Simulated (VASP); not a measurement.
Consider the following.

```yaml
crystal:
  lattice:
    - [6.61756, 0.00000, 0.00000]
    - [3.30878, 4.67932, 0.00000]
    - [0.00000, 0.00000, 21.05624]
  atoms:
    - { symbol: Ta, position: [0.74986, 0.50027, 0.34017] }
    - { symbol: Ta, position: [0.25014, 0.49973, 0.34017] }
    - { symbol: Ta, position: [0.75168, 0.00000, 0.34004] }
    - { symbol: Ta, position: [0.24832, 0.00000, 0.34004] }
    - { symbol: Ta, position: [0.00000, 0.00000, 0.44660] }
    - { symbol: Ta, position: [0.50000, 0.00000, 0.44497] }
    - { symbol: Ta, position: [0.00000, 0.50000, 0.44595] }
    - { symbol: Ta, position: [0.50000, 0.50000, 0.44595] }
    - { symbol: Ta, position: [0.74920, 0.50160, 0.55929] }
    - { symbol: Ta, position: [0.25080, 0.49840, 0.55929] }
    - { symbol: Ta, position: [0.74209, 0.00000, 0.55609] }
    - { symbol: Ta, position: [0.25791, 0.00000, 0.55609] }
    - { symbol: Ta, position: [0.00000, 0.00000, 0.65908] }
    - { symbol: Ta, position: [0.50000, 0.00000, 0.66464] }
    - { symbol: Ta, position: [0.00000, 0.50000, 0.66772] }
    - { symbol: Ta, position: [0.50000, 0.50000, 0.66772] }
    - { symbol: C, position: [0.00000, 0.00000, 0.75002] }
```

The numbers are results of PBE GGA, VASP's PBE PAW potentials (set 64) (plane waves; VASP), not measurements. Run with PREC = Normal, 400 eV cut-off, 5×6×1 Γ-centred mesh, first-order Methfessel-Paxton smearing of 0.10 eV, potentials Ta C.

Unless said otherwise, spin-orbit coupling is left out, though it shifts the bands of the heavy elements here.

### Question
Predict the energy per atom (σ→0), band gap (on the k-mesh) with the smallest direct gap where there is one.

### Answer

```yaml
band gap (on the k-mesh): none (metal, semimetal or under 0.01 eV)
energy per atom (σ→0): -10.970 eV/atom
```

Total energies compare only between runs with the same potentials, cut-off and functional.

The cell is a thin slab with vacuum, built from Ta (bcc): (110) face, C adsorbed.
